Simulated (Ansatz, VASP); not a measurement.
# CoSi2 in two plane-wave programs, part 2 of 2

Aim: how closely do two programs agree when they are given the same cell, functional and k mesh? The cell is taken from a series of VASP runs on this material, whose earlier steps may have relaxed, scaled or displaced it; both programs get it as it stands.

VASP 6.6.1 and Ansatz 0.2.0.

So far: Set-up; Ansatz: relaxation of cell and atoms, LDA.

## Step 3: VASP: relaxation of cell and atoms, LDA

Level of this step: LDA, zero-moment start; plane waves and PAW (Co, Si) (VASP).

The same cell, functional (in two slightly different forms), mesh and smearing now go to VASP, with its own data sets and cutoff.

Lines of VASP's logs that name or quote its potential files are left out, and so is its time.

Contents of INCAR:

```
SYSTEM = CoSi2
PREC = Accurate
ENCUT = 500
EDIFF = 1E-07
NELM = 100
ISMEAR = 0
SIGMA = 0.05
LREAL = .FALSE.
ALGO = Normal
GGA = CA
NBANDS = 16
ISPIN = 2
MAGMOM = 0 0 0
LASPH = .TRUE.
LMAXMIX = 4
LORBIT = 11
LWAVE = .FALSE.
LCHARG = .FALSE.
KPAR = 4
IBRION = 2
NSW = 50
ISIF = 3
EDIFFG = -0.003
```

Contents of POSCAR:

```
CoSi2
1.0
    0.0000000000      2.6377471645      2.6377471645
    2.6377471645      0.0000000000      2.6377471645
    2.6377471645      2.6377471645      0.0000000000
Co Si
1 2
Direct
    0.0000000000      0.0000000000      0.0000000000
    0.2500000000      0.2500000000      0.2500000000
    0.7500000000      0.7500000000      0.7500000000
```

Contents of KPOINTS:

```
Automatic mesh
0
Gamma
12 12 12
0 0 0
```

Potentials, in the order of the species: Co and Si (LDA family, release 64).

On the command line:

```
> mpirun -np 4 vasp_std
```

Numbers of over 12 decimals in the logs are rounded to 6 here.

Output:

```text
[banner, memory and clock lines left out]
running    4 mpi-ranks, on    1 nodes
 distrk:  each k-point on    1 cores,    4 groups
 distr:  one band on    1 cores,    1 groups

 POSCAR found type information on POSCAR CoSi
 POSCAR found :  2 types and       3 ions
 LDA part: xc-table for (Slater(with rela. corr.)+CA(PZ))
 , standard interpolation
 POSCAR, INCAR and KPOINTS ok, starting setup
 FFT: planning ... GRIDC
 FFT: planning ... GRID_SOFT
 FFT: planning ... GRID
 WAVECAR not read
 entering main loop
       N       E                     dE             d eps       ncg     rms          rms(c)
DAV:   1     0.579365058971E+02    0.57937E+02   -0.66957E+03  4624   0.998E+02
DAV:   2    -0.201916944455E+02   -0.78128E+02   -0.69517E+02  5216   0.201E+02
DAV:   3    -0.232980729002E+02   -0.31064E+01   -0.30617E+01  6040   0.448E+01
DAV:   4    -0.233539754004E+02   -0.55903E-01   -0.55878E-01  5512   0.582E+00
DAV:   5    -0.233558029888E+02   -0.18276E-02   -0.18275E-02  6048   0.108E+00    0.148E+01
DAV:   6    -0.260487049608E+02   -0.26929E+01   -0.20861E+01  4912   0.977E+01    0.159E+01
DAV:   7    -0.220052399236E+02    0.40435E+01   -0.96770E+00  5824   0.771E+01    0.374E+00
DAV:   8    -0.219629743342E+02    0.42266E-01   -0.57881E-01  5032   0.448E+00    0.181E+00
DAV:   9    -0.219312914400E+02    0.31683E-01   -0.81049E-02  5880   0.560E+00    0.496E-01
DAV:  10    -0.219311752925E+02    0.11615E-03   -0.64876E-03  6352   0.121E+00    0.156E-01
DAV:  11    -0.219309659626E+02    0.20933E-03   -0.85656E-04  5856   0.551E-01    0.351E-02
DAV:  12    -0.219309677158E+02   -0.17532E-05   -0.42664E-05  5808   0.515E-02    0.149E-02
DAV:  13    -0.219309668673E+02    0.84856E-06   -0.37891E-06  7040   0.322E-02    0.627E-03
DAV:  14    -0.219309669420E+02   -0.74729E-07   -0.35915E-07  4616   0.547E-03
   1 F= -.21930967E+02 E0= -.21930364E+02  d E =-.219310E+02  mag=     0.0000
 curvature:   0.00 expect dE= 0.000E+00 dE for cont linesearch  0.000E+00
 trial: gam= 0.00000 g(F)=  0.227E-45 g(S)=  0.141E-05 ort = 0.000E+00 (trialstep = 0.100E+01)
 search vector abs. value=  0.141E-05
 reached required accuracy - stopping structural energy minimisation
```

Parts of OUTCAR (step 3):

```text
ion  position               nearest neighbor table
   1  0.000  0.000  0.000-   3 2.28   3 2.28   3 2.28   2 2.28   3 2.28   2 2.28   2 2.28   2 2.28

  LATTYP: Found a face centered cubic cell.
 ALAT       =     5.2754943290

 Subroutine GETGRP returns: Found 48 space group operations
 (whereof 48 operations were pure point group operations)

The static configuration has the point symmetry O_h .

 Found     72 irreducible k-points:

   k-points           NKPTS =     72   k-points in BZ     NKDIM =     72   number of bands    NBANDS=     16

   dimension x,y,z NGX =    28 NGY =   28 NGZ =   28
   dimension x,y,z NGXF=    56 NGYF=   56 NGZF=   56

   ENCUT  =  500.0 eV  36.75 Ry    6.06 a.u.   6.80  6.80  6.80*2*pi/ulx,y,z

   NELECT =      17.0000    total number of electrons

 k-points in reciprocal lattice and weights: Automatic mesh
   0.00000000  0.00000000  0.00000000       0.001
   0.08333333  0.00000000  0.00000000       0.005
   0.16666667  0.00000000  0.00000000       0.005
   0.25000000  0.00000000  0.00000000       0.005
   0.33333333  0.00000000  0.00000000       0.005
   0.41666667  0.00000000  0.00000000       0.005
   0.50000000  0.00000000  0.00000000       0.002
   0.08333333  0.08333333  0.00000000       0.003
   0.16666667  0.08333333  0.00000000       0.014
[...]
-0.33333333  0.50000000  0.16666667       0.007
  -0.25000000  0.50000000  0.25000000       0.003

 average (electrostatic) potential at core
       1 -77.4926       2 -80.3610       3 -80.3610

 E-fermi :  10.6102

 spin component 1
 k-point     1 :       0.0000    0.0000    0.0000
  band No.  band energies     occupation
    ...
      2       6.3217      1.00000
      3       6.3217      1.00000
      4       6.3217      1.00000
      5       8.5563      1.00000
      6       8.5563      1.00000
      7      11.7489      0.00000
      8      14.1044      0.00000
      9      14.1044      0.00000
     10      14.1044      0.00000
     11      14.2173      0.00000
    ...

 k-point     2 :       0.0833    0.0000    0.0000
  band No.  band energies     occupation
    ...
      2       6.0773      1.00000
      3       6.3608      1.00000
      4       6.3608      1.00000
      5       8.5231      1.00000
      6       8.5231      1.00000
      7      11.7555      0.00000
      8      12.7352      0.00000
      9      13.3886      0.00000
     10      13.3886      0.00000
     11      14.9752      0.00000
    ...

 k-point     3 :       0.1667    0.0000    0.0000
  band No.  band energies     occupation
    ...
      2       5.4132      1.00000
      3       6.4678      1.00000
      4       6.4678      1.00000
      5       8.4509      1.00000
      6       8.4509      1.00000
      7      10.8049      0.00000
      8      12.6381      0.00000
      9      12.6381      0.00000
     10      12.6952      0.00000
     11      15.1362      0.00000
    ...

 k-point     4 :       0.2500    0.0000    0.0000
  band No.  band energies     occupation
    ...
      3       6.6093      1.00000
      4       6.6093      1.00000
      5       8.4112      1.00000
      6       8.4112      1.00000
      7       9.6888      1.00000
      8      11.8661      0.00000
      9      11.8661      0.00000
     10      13.1444      0.00000
     11      14.6952      0.00000
     12      14.6952      0.00000
    ...

 k-point     5 :       0.3333    0.0000    0.0000
  band No.  band energies     occupation
    ...
      3       6.7325      1.00000
      4       6.7325      1.00000
      5       8.4864      1.00000
      6       8.4864      1.00000
      7       8.8990      1.00000
      8      11.1062      0.00000
      9      11.1062      0.00000
     10      13.4019      0.00000
     11      14.3932      0.00000
     12      14.3932      0.00000
    ...

 k-point     6 :       0.4167    0.0000    0.0000
  band No.  band energies     occupation
    ...
      5       8.4472      1.00000
      6       8.6936      1.00000
      7       8.6936      1.00000
      8      10.4592      0.99999
      9      10.4592      0.99999
     10      13.4266      0.00000
     11      14.2341      0.00000
     12      14.2341      0.00000
     13      15.2719      0.00000
     14      20.2317      0.00000
    ...

  Total       -0.0054042     -0.0054042     -0.0054042      0.0000000      0.0000000      0.0000000
  in kB       -0.2358927     -0.2358927     -0.2358927      0.0000000      0.0000000      0.0000000
  external PRESSURE =      -0.2358927 kB  Pullay stress =       0.0000000 kB

  energy-cutoff  :      500.00
  volume of cell :       36.71
      direct lattice vectors                 reciprocal lattice vectors
     0.000000000  2.637747164  2.637747164    -0.189555696  0.189555696  0.189555696
     2.637747164  0.000000000  2.637747164     0.189555696 -0.189555696  0.189555696
     2.637747164  2.637747164  0.000000000     0.189555696  0.189555696 -0.189555696

 POSITION                                       TOTAL-FORCE (eV/Angst)
 -----------------------------------------------------------------------------------
      0.00000      0.00000      0.00000         0.000000     -0.000000      0.000000
      1.31887      1.31887      1.31887        -0.000000     -0.000000     -0.000000
      3.95662      3.95662      3.95662         0.000000      0.000000      0.000000
 -----------------------------------------------------------------------------------
    total drift:                               -0.000000     -0.000000      0.000000

  FREE ENERGIE OF THE ION-ELECTRON SYSTEM (eV)
  ---------------------------------------------------
  free  energy   TOTEN  =       -21.9309669420 eV

  energy  without entropy=      -21.9297604459  energy(sigma->0) =      -21.93036369

 reached required accuracy - stopping structural energy minimisation

 total charge
# of ion       s       p       d       tot
------------------------------------------
    1        0.568   0.772   7.667   9.008
    2        0.723   0.909   0.000   1.632
    3        0.723   0.909   0.000   1.632
--------------------------------------------------
tot          2.015   2.590   7.667  12.272

 magnetization (x)
# of ion       s       p       d       tot
------------------------------------------
    1        0.000   0.000   0.000   0.000
    2       -0.000  -0.000   0.000  -0.000
    3       -0.000  -0.000   0.000  -0.000
--------------------------------------------------
tot         -0.000  -0.000   0.000   0.000

[... 1 further part left out ...]
```

This run allows spin, but its moments start at zero, where symmetry between the spins tends to hold them, although Co can carry a moment. Its electron count is odd, so without a moment it is a metal by construction. The run keeps the 48 symmetry operations of its start, so it cannot find a distortion of lower symmetry.

## Step 4: Differences

Known differences besides the potentials themselves: the two LDA forms differ slightly; both relaxations stop at a tolerance, which leaves soft axes loose, and VASP keeps its plane-wave basis; the data sets hold 25 valence electrons in Ansatz (default PAW (the set named soft_2) files) and 17 in VASP; the cutoff is 420 eV in Ansatz and 500 eV in VASP; VASP's log shows a relativistic correction to its local exchange, Ansatz's none; Ansatz adds a Pulay correction to the stress that steers its cell, VASP none. Total energies have different zeros and are not compared.

Compared:

| quantity | Ansatz | VASP | difference |
| --- | --- | --- | --- |
| volume (Å³) | 36.67 | 36.71 | -0.11 % |
| edge a after relaxation, in the typed setting (Å) | 3.729 | 3.730 | -0.03 % |

The walks stopped with 0.00 GPa left in Ansatz and -0.02 GPa in VASP; each walk ends within a tolerance, so the volume difference is uncertain by about these residues over the bulk modulus, most in soft cells.

## Step 5: Summary of results

```json
{
  "difference in volume (relaxation of cell and atoms, LDA)": "-0.11 %"
}
```

**Reading.** The difference in volume is -0.11 % (relaxation of cell and atoms, LDA), within the 1.2 % picked in this series as the mark of a large difference, as far as the stopping tolerances let one tell. How closely two codes agree says nothing of how well the functional describes the real material.

[Lines on the potential files, build, host, timing and source positions are cut from VASP's logs without a mark.]

[Logs are printed without paths, hosts, clocks, repeated set-up lines and the standing remarks that a program may print on its own settings, such as how far it seeks lower states.]

[Hosts, paths, dates, database ids (printed as entryN), source tags and the programs' standing remarks are cut or masked in the printed files.]
